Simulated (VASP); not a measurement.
# Tl2Ga (R-3m) in VASP: relaxation of the atoms with LDA

Aim: the relaxation of the atoms of Tl2Ga with LDA.

Program: VASP 6.6.1. These are calculated values, not measurements. Logs are shortened: lines on timing, memory, paths and dates and some standing lists are left out, and cuts for length are marked.

### Step 1. Starting point

It takes space group R-3m (No. 166, trigonal). The conventional cell has a = 4.543 Å, b = 4.543 Å, c = 9.526 Å, α = 90.00°, β = 90.00°, γ = 120.00°. Around Tl (site symmetry 3m) lie 1 Ga at 1.39 Å. Ga (site symmetry -3m) is surrounded by 2 Tl at 1.39 Å.

The cell was built by a generator and needn't be a form met in nature.

### Step 2. Relaxation of the atoms, LDA

File INCAR:

```
ALGO = Normal
EDIFF = 1E-6
EDIFFG = -0.02
ENCUT = 520
GGA = CA
IBRION = 2
ISIF = 2
ISMEAR = 1
LASPH = T
LCHARG = F
LREAL = F
LWAVE = F
NELM = 60
NSW = 40
PREC = Accurate
SIGMA = 0.1
```

File KPOINTS:

```
k-points
0
Gamma
  7 7 7
```

File POSCAR:

```
Tl2Ga
1.0
    2.2712950800      1.3113328200      3.1751935900
   -2.2712950800      1.3113328200      3.1751935900
    0.0000000000     -2.6226656500      3.1751935900
Tl Ga
2 1
Direct
    0.3543659200      0.3543659200      0.3543659200
    0.6456340800      0.6456340800      0.6456340800
    0.5000000000      0.5000000000      0.5000000000
```

Potentials or basis: VASP PAW LDA potentials, release 64 (Tl_d, Ga_d).

Started as:

```
cat potpaw_LDA.64/Tl_d/POTCAR potpaw_LDA.64/Ga_d/POTCAR > POTCAR
mpirun -np 1 vasp_std > vasp.out
```

OUTCAR:

```text
EDIFF = 1E-6
   EDIFFG = -0.02
   ENCUT = 520
   GGA = CA
   IBRION = 2
   ISIF = 2
   ISMEAR = 1
   LASPH = T
   LREAL = F
   NELM = 60
   NSW = 40
   PREC = Accurate

 ion  position               nearest neighbor table
   1  0.354  0.354  0.354-   3 1.39   2 2.65   2 2.65   2 2.65   2 2.77   3 3.17   3 3.17   3 3.17

   2  0.646  0.646  0.646-   3 1.39   1 2.65   1 2.65   1 2.65   1 2.77   3 3.17   3 3.17   3 3.17

   3  0.500  0.500  0.500-   1 1.39   2 1.39   1 3.17   2 3.17   1 3.17   1 3.17   2 3.17   2 3.17

 -----------------------------------------------------------------------------
|                                                                             |
|           W    W    AA    RRRRR   N    N  II  N    N   GGGG   !!!           |
|           W    W   A  A   R    R  NN   N  II  NN   N  G    G  !!!           |
|           W    W  A    A  R    R  N N  N  II  N N  N  G       !!!           |
|           W WW W  AAAAAA  RRRRR   N  N N  II  N  N N  G  GGG   !            |
|           WW  WW  A    A  R   R   N   NN  II  N   NN  G    G                |
|           W    W  A    A  R    R  N    N  II  N    N   GGGG   !!!           |
|                                                                             |
|     The distance between some ions is very small. Please check the          |
|     nearest-neighbor list in the OUTCAR file.                               |
|     I HOPE YOU KNOW WHAT YOU ARE DOING!                                     |
|                                                                             |
 -----------------------------------------------------------------------------

  LATTYP: Found a trigonal (rhomboedric) cell.
 ALAT       =     4.1182799127
 COS(alpha) =     0.3916613736

  Lattice vectors:

 A1 = (   2.2712950800,   1.3113328200,   3.1751935900)
 A2 = (  -2.2712950800,   1.3113328200,   3.1751935900)
 A3 = (   0.0000000000,  -2.6226656500,   3.1751935900)

Analysis of symmetry for initial positions (statically):
=====================================================================
 Subroutine PRICEL returns:
 Original cell was already a primitive cell.

 Routine SETGRP: Setting up the symmetry group for a
 trigonal (rhombohedral) supercell.

 Subroutine GETGRP returns: Found 12 space group operations
 (whereof 12 operations were pure point group operations)
 out of a pool of 12 trial point group operations.

The static configuration has the point symmetry D_3d.

Analysis of symmetry for dynamics (positions and initial velocities):
=====================================================================
 Subroutine PRICEL returns:
 Original cell was already a primitive cell.

 Routine SETGRP: Setting up the symmetry group for a
 trigonal (rhombohedral) supercell.

 Subroutine GETGRP returns: Found 12 space group operations
 (whereof 12 operations were pure point group operations)
 out of a pool of 12 trial point group operations.

The dynamic configuration has the point symmetry D_3d.

 Subroutine INISYM returns: Found 12 space group operations
 (whereof 12 operations are pure point group operations),
 and found     1 'primitive' translations

----------------------------------------------------------------------------------------

                                     Primitive cell

  volume of cell :      56.7424

  direct lattice vectors                    reciprocal lattice vectors
     2.271295080  1.311332820  3.175193590     0.220138724  0.127097152  0.104980476
    -2.271295080  1.311332820  3.175193590    -0.220138724  0.127097152  0.104980476
     0.000000000 -2.622665650  3.175193590     0.000000000 -0.254194303  0.104980475

  length of vectors
     4.118279913  4.118279913  4.118279913     0.275019352  0.275019352  0.275019352

  position of ions in fractional coordinates (direct lattice)
     0.354365920  0.354365920  0.354365920
     0.645634080  0.645634080  0.645634080
     0.500000000  0.500000000  0.500000000

  ion indices of the primitive-cell ions
   primitive index   ion index
                 1           1
                 2           2
                 3           3

----------------------------------------------------------------------------------------

 KPOINTS: k-points

Automatic generation of k-mesh.
 Grid dimensions read from file:
 generate k-points for:    7    7    7

 Generating k-lattice:

  Cartesian coordinates                     Fractional coordinates (reciprocal lattice)
     0.031448389  0.018156736  0.014997211     0.142857143  0.000000000 -0.000000000
    -0.031448389  0.018156736  0.014997211     0.000000000  0.142857143 -0.000000000
     0.000000000 -0.036313472  0.014997211    -0.000000000 -0.000000000  0.142857143

  Length of vectors
     0.039288479  0.039288479  0.039288479

  Shift w.r.t. Gamma in fractional coordinates (k-lattice)
     0.000000000  0.000000000  0.000000000

 Subroutine IBZKPT returns following result:
 ===========================================

 Found     44 irreducible k-points:

 Following reciprocal coordinates:
            Coordinates               Weight
  0.000000  0.000000  0.000000      1.000000
  0.142857  0.000000  0.000000      6.000000
  0.285714  0.000000  0.000000      6.000000
  0.428571  0.000000  0.000000      6.000000
  0.142857  0.142857  0.000000      6.000000
  0.285714  0.142857  0.000000     12.000000
[... 16 lines left out ...]
  0.285714  0.285714  0.142857      6.000000
  0.428571  0.285714  0.142857     12.000000
 [... further k-points ...]
   k-points           NKPTS =     44   k-points in BZ     NKDIM =     44   number of bands    NBANDS=     23
   number of dos      NEDOS =    301   number of ions     NIONS =      3
   total plane-waves  NPLWV =  32768
   dimension x,y,z NGX =    32 NGY =   32 NGZ =   32
   dimension x,y,z NGXF=    64 NGYF=   64 NGZF=   64
   ions per type =               2   1
   NGX,Y,Z   is equivalent  to a cutoff of  12.92, 12.92, 12.92 a.u.
   NGXF,Y,Z  is equivalent  to a cutoff of  25.84, 25.84, 25.84 a.u.
 SYSTEM =  unknown system
   PREC   = accura    normal or accurate (medium, high low for compatibility)
   ISTART =      0    job   : 0-new  1-cont  2-samecut
   ICHARG =      2    charge: 1-file 2-atom 10-const
   ISPIN  =      1    spin polarized calculation?
   LNONCOLLINEAR =      F non collinear calculations
   LSORBIT =      F    spin-orbit coupling
   LASPH  =      T    aspherical Exc in radial PAW
   ENCUT  =  520.0 eV  38.22 Ry    6.18 a.u.   7.66  7.66  7.66*2*pi/ulx,y,z
   NELM   =     60;   NELMIN=  2; NELMDL= -5     # of ELM steps
   EDIFF  = 0.1E-05   stopping-criterion for ELM
   LREAL  =      F    real-space projection
   EDIFFG = -.2E-01   stopping-criterion for IOM
   NSW    =     40    number of steps for IOM
   IBRION =      2    ionic relax: 0-MD 1-quasi-New 2-CG
   NFREE  =      1    steps in history (QN), initial steepest desc. (CG)
   ISIF   =      2    stress and relaxation
   ISYM   =      2    0-nonsym 1-usesym 2-fastsym
   POTIM  = 0.5000    time-step for ionic-motion
   TEBEG  =    0.0;   TEEND  =   0.0 temperature during run
   PSTRESS=    0.0 pullay stress
   NELECT =      39.0000    total number of electrons
   NUPDOWN=      -1.0000    fix difference up-down
   EMIN   =  10.00;   EMAX   =-10.00  energy-range for DOS
   EFERMI =   0.00;   METHOD = LEGACY
   ISMEAR =     1;   SIGMA  =   0.10  broadening in eV -4-tet -1-fermi 0-gaus
   EFERMI_NEDOS =   21; number of points for ismear=-14 and -15
   IALGO  =     38    algorithm
   IMIX   =      4    mixing-type and parameters
     AMIX     =   0.40;   BMIX     =  1.00
     AMIX_MAG =   1.60;   BMIX_MAG =  1.00
  volume/ion in A,a.u.               =      18.91       127.64
  Fermi-wavevector in a.u.,A,eV,Ry     =   1.444753  2.730188 28.399608  2.087312
  Thomas-Fermi vector in A             =   2.563013
   LORBIT       =      0    0 simple, 1 ext, 2 COOP (PROOUT), +10 PAW based schemes
   GGA     = CA    functional components
   LHFCALC =     F    Hartree Fock is set to
   AEXX    =    0.0000 exact exchange contribution
   IVDW    =     0    specifies the selected vdW correction
   LEPSILON=     F    determine dielectric tensor
   LRPA    =     F    only Hartree local field effects (RPA)
 conjugate gradient relaxation of ions
 non-spin polarized calculation
 Methfessel and Paxton  Order N= 1 SIGMA  =   0.10
  energy-cutoff  :      520.00
  volume of cell :       56.74
 maximum number of plane-waves:      1559
   NGX = 15   NGY = 15   NGZ = 15

--------------------------------------- Ionic step        1  -------------------------------------------

 number of electron      39.0000000 magnetization

 Free energy of the ion-electron system (eV)
  ---------------------------------------------------
  ext. energy  EPLUGINS =         0.00000000
  ---------------------------------------------------
  free energy    TOTEN  =        56.60463576 eV

  energy without entropy =       56.60477177  energy(sigma->0) =       56.60468110

------------------------ aborting loop because EDIFF is reached ----------------------------------------

  FORCE on cell =-STRESS in cart. coord.  units (eV):
  Direction    XX          YY          ZZ          XY          YZ          ZX
  --------------------------------------------------------------------------------------
  -------------------------------------------------------------------------------------
  Total       13.3619699     13.3619699    295.4510680      0.0000000     -0.0000003      0.0000000
  in kB      377.2881113    377.2881098   8342.3459357      0.0000000     -0.0000088      0.0000000
  external PRESSURE =    3032.3073856 kB  Pullay stress =       0.0000000 kB
[... 92 lines left out ...]
  FREE ENERGIE OF THE ION-ELECTRON SYSTEM (eV)
  ---------------------------------------------------
  free  energy   TOTEN  =        -6.0666456269 eV

  energy  without entropy=       -6.0648013267  energy(sigma->0) =       -6.06603086

 E-fermi :  10.0116     XC(G=0): -12.0405

 val. band max:        9.9928671698   @ k =   0.2857   0.1429   0.1429
 cond. band min:      10.1157481363   @ k =  -0.1429   0.2857   0.1429
 fundamental gap:      0.1228809665
 Fermi energy:        10.0116309342

 k-point     1 :       0.0000    0.0000    0.0000
  band No.  band energies     occupation
      1      -7.6923      2.00000
      2      -5.9700      2.00000
      3      -5.9700      2.00000
      4      -5.6123      2.00000
      5      -5.6123      2.00000
      6      -5.5576      2.00000
[... 613 lines left out ...]
     22      12.3538      0.00000
     23      13.9368      0.00000

 [... further k-points ...]

[... ionic steps 4 to 24 ...]

--------------------------------------- Ionic step       25  -------------------------------------------

 number of electron      39.0000009 magnetization

------------------------ aborting loop because EDIFF is reached ----------------------------------------
[... 69 lines left out ...]
--------------------------------------- Ionic step       27  -------------------------------------------

 number of electron      39.0000003 magnetization

 Free energy of the ion-electron system (eV)
  ---------------------------------------------------
  ext. energy  EPLUGINS =         0.00000000
  ---------------------------------------------------
  free energy    TOTEN  =        -7.58979866 eV

  energy without entropy =       -7.59165782  energy(sigma->0) =       -7.59041838

 E-fermi :   9.6390     XC(G=0): -12.1194

 val. band max:        9.5782919341   @ k =   0.2857   0.1429   0.0000
 cond. band min:       9.7151203382   @ k =   0.1429   0.1429   0.1429
 fundamental gap:      0.1368284041
 Fermi energy:         9.6389571740

 k-point     1 :       0.0000    0.0000    0.0000
  band No.  band energies     occupation
      1      -6.0792      2.00000
      2      -5.9906      2.00000
      3      -5.9906      2.00000
      4      -5.9673      2.00000
      5      -5.9673      2.00000
      6      -3.5588      2.00000
[... 645 lines left out ...]
  FREE ENERGIE OF THE ION-ELECTRON SYSTEM (eV)
  ---------------------------------------------------
  free  energy   TOTEN  =        -7.5897986612 eV

  energy  without entropy=       -7.5916578152  energy(sigma->0) =       -7.59041838

 reached required accuracy - stopping structural energy minimisation
```

Wall time 3.7 min (1 thread of Intel Xeon Platinum 8488C (Sapphire Rapids), shared host); peak memory 0.19 GiB.

Results:

```yaml
Free_energy: -7.5898 eV
Energy_gained_by_relaxing: 21398.1 meV/atom
Ionic_steps: 27
Pressure_after_relaxing: 31.6 GPa
Largest_force_after_relaxing: 0.019 eV/Å
Band_gap_on_the_k_mesh: none (metal or under the smearing width)
```

Forces on the atoms (eV/Å):
```
Tl   0.000  0.000 -0.019
Tl   0.000  0.000  0.019
Ga   0.000  0.000  0.000
```

Stress tensor (GPa, compression positive):
```
33.48  0.00  0.00
 0.00 33.48  0.00
 0.00  0.00 27.74
```

Step by step:
| step | energy change (eV) | largest force (eV/Å) | pressure (GPa) |
| --- | --- | --- | --- |
| 1 | 0.0000 | 101.9992 | 303.23 |
| 2 | -62.6710 | 0.0462 | 41.06 |
| 3 | -62.6713 | 0.0572 | 41.05 |
| 4 | -62.7151 | 0.2882 | 40.89 |
| 5 | -55.5132 | 33.0988 | 88.94 |
| 6 | -64.1860 | 0.3093 | 31.55 |
| 7 | -64.1944 | 0.0351 | 31.55 |
| 8 | -64.1894 | 0.2473 | 31.66 |
| 9 | -64.1894 | 0.2465 | 31.66 |
| 10 | -64.1894 | 0.2451 | 31.66 |
| 11 | -64.1894 | 0.2455 | 31.66 |
| 12 | -64.1894 | 0.2458 | 31.66 |
| 13 | -64.1894 | 0.2459 | 31.66 |
| 14 | -64.1894 | 0.2459 | 31.66 |
| 15 | -64.1894 | 0.2458 | 31.66 |
| 16 | -64.1894 | 0.2455 | 31.66 |
| 17 | -64.1894 | 0.2448 | 31.66 |
| 18 | -64.1894 | 0.2453 | 31.66 |
| 19 | -64.1895 | 0.2446 | 31.66 |
| 20 | -64.1895 | 0.2430 | 31.66 |
| 21 | -64.1896 | 0.2416 | 31.65 |
| 22 | -64.1897 | 0.2383 | 31.66 |
| 23 | -64.1900 | 0.2304 | 31.65 |
| 24 | -64.1905 | 0.2166 | 31.65 |
| 25 | -64.1915 | 0.1879 | 31.62 |
| 26 | -64.1930 | 0.1310 | 31.59 |
| 27 | -64.1944 | 0.0193 | 31.56 |

Final structure:
```
CELL_PARAMETERS angstrom
2.27130 1.31133 3.17519
-2.27130 1.31133 3.17519
0.00000 -2.62267 3.17519
ATOMIC_POSITIONS crystal
Tl 0.23088 0.23088 0.23088
Tl 0.76912 0.76912 0.76912
Ga 0.50000 0.50000 0.50000
```

Levels at points of the mesh, in eV from the Fermi level:
```csv
k point,band 17,band 18,band 19,band 20,band 21,band 22,band 23
"(0.00, 0.00, 0.00)",-1.21,-0.31,0.18,0.18,1.70,1.70,3.11
```

Caveat: a pressure of tens of GPa on the cell as given is suspect, and the run, the potentials or the cell itself is likely at fault. Spin-orbit coupling is left out, which matters for the levels of Tl.

### Step 3. The reference run

An earlier run on the cell as given: functional PBE; potentials or basis VASP PAW PBE potentials, release 64 (Tl_d, Ga_d); cutoff 520 eV; k mesh 7 × 7 × 7; occupations fermi-dirac, width 0.05 eV; no spin polarisation.

* Pressure: 318.8 GPa
* Largest force: 105.670 eV/Å
* Band gap on the k mesh: none (metal or under the smearing width)
